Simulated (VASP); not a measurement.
An input for Quantum ESPRESSO's pw.x (written as the equivalent of a VASP run, and not itself run):

```
&CONTROL
  calculation = 'vc-relax'
  pseudo_dir = './pseudo'
  outdir = './out'
  tprnfor = .true.
  tstress = .true.
  nstep = 60
  forc_conv_thr = 0.00078
/
&SYSTEM
  ibrav = 0
  nat = 6
  ntyp = 2
  ecutwfc = 86
  occupations = 'smearing'
  smearing = 'gaussian'
  degauss = 0.003675
  input_dft = 'vdw-df2'
/
&ELECTRONS
  conv_thr = 7.3e-08
  electron_maxstep = 100
/
&IONS
/
&CELL
/
ATOMIC_SPECIES
  Mo 95.950 Mo.upf
  Se 78.971 Se.upf
CELL_PARAMETERS angstrom
     1.7227988   -2.9839756    0.0000000
     1.7227988    2.9839756    0.0000000
    -0.0000000   -0.0000000   13.6616280
ATOMIC_POSITIONS crystal
  Mo   0.3333330  0.6666670  0.2500000
  Mo   0.6666670  0.3333330  0.7500000
  Se   0.3333330  0.6666670  0.8742304
  Se   0.6666670  0.3333330  0.3742304
  Se   0.6666670  0.3333330  0.1257696
  Se   0.3333330  0.6666670  0.6257696
K_POINTS automatic
  7 7 2 0 0 0
```

Q: Write the VASP files for the same calculation (vdW-DF2).

A: Several could match; the one computed here: 
File POSCAR:
```
MoSe2
1
    1.7227988322    -2.9839755899     0.0000000000
    1.7227988322     2.9839755899     0.0000000000
   -0.0000000000    -0.0000000000    13.6616280186
Mo Se
2 4
Direct
  0.3333330000   0.6666670000   0.2500000000
  0.6666670000   0.3333330000   0.7500000000
  0.3333330000   0.6666670000   0.8742304125
  0.6666670000   0.3333330000   0.3742304125
  0.6666670000   0.3333330000   0.1257695875
  0.3333330000   0.6666670000   0.6257695875
```

File KPOINTS:
```
kpoints
0
G
  7 7 2
0 0 0
```

### INCAR
```
AGGAC = 0.0
ALGO = Normal
EDIFF = 1E-6
EDIFFG = -0.02
ENCUT = 520
GGA = ML
IBRION = 2
ISIF = 3
ISMEAR = 0
LASPH = T
LCHARG = F
LMAXMIX = 4
LREAL = F
LUSE_VDW = T
LWAVE = F
NELM = 100
NSW = 60
PREC = Accurate
SIGMA = 0.05
SYSTEM = MoSe2
ZAB_VDW = -1.8867
```

POTCAR, in this order: Mo_sv Se (PBE.64 set). Program: vasp_std.

The two are equivalent in intent, not identical: the potentials are each code's own (VASP's PAW set, PseudoDojo norm-conserving files in pw.x), so ENCUT and ecutwfc are chosen apart and not converted; conv_thr bounds pw.x's estimated SCF error, while EDIFF bounds the energy change between steps; forc_conv_thr acts on force components and is met together with etot_conv_thr.

The compound is MoSe2 in the 2H layered structure. This run relaxes it. Symmetry was kept, so distortions that lower it aren't found. The start is the result of an earlier pass.
